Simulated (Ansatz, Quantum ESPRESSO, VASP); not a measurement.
Ca3Lu: programs and potentials compared

```
CELL_PARAMETERS angstrom
5.36177 0.00000 0.00000
0.00000 5.36177 0.00000
0.00000 0.00000 5.36177
ATOMIC_POSITIONS crystal
Lu 0.50000 0.50000 0.50000
Ca 0.00000 0.00000 0.50000
Ca 0.00000 0.50000 0.00000
Ca 0.50000 0.00000 0.00000
```

The cell comes from a database or a generator and needn't be the stable form of this composition.

Alike in all runs: task equation of state; functional PBE; k mesh 5 × 5 × 5; occupations fermi-dirac, width 0.05 eV; no spin polarisation; no spin-orbit coupling.

```csv
program and potentials,plane-wave cutoff (eV),notes,equilibrium volume (Å³/atom),bulk modulus (GPa)
"Ansatz, Ansatz PAW",420,-,38.51,22.4
"Quantum ESPRESSO, SSSP 1.3 efficiency PBE",748,-,38.50,22.4
"VASP, PBE PAW files Ca_sv, Lu, 520 eV",520,-,38.61,22.4
```

The equilibrium volume spans 38.50 (Quantum ESPRESSO, SSSP 1.3 efficiency PBE) to 38.61 Å³/atom (VASP, PBE PAW files Ca_sv, Lu, 520 eV). All agree on the bulk modulus. For a metal such a mesh isn't converged, which the comparison doesn't need.

The functional is the same throughout but for its coding, so the spread measures potentials, basis and numerics; runs on potential files found faulty are left out.
